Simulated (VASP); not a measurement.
Data:

```
SnS2
1.0
    1.84263    -3.19154     0.00000
    1.84263     3.19154     0.00000
    0.00000     0.00000     5.88445
Sn S
1 2
Direct
  0.00000   0.00000   0.00000
  0.33333   0.66667   0.25163
  0.66667   0.33333   0.74837
```

Method: optB86b-vdW, VASP's PBE PAW potentials (set 64) (plane waves; VASP). Run with 520 eV cut-off, 8×8×4 Γ-centred mesh, tetrahedra with Blöchl corrections, potentials Sn_d S.

Q: What does the run give for the energy per atom (σ→0)?

A: 
| Quantity | Value |
|---|---|
| energy per atom (σ→0) | -2418 meV/atom |

The absolute energy has meaning only against runs of the same code, potentials and settings.

The compound is SnS2 in the 1T layered structure. It was relaxed first.
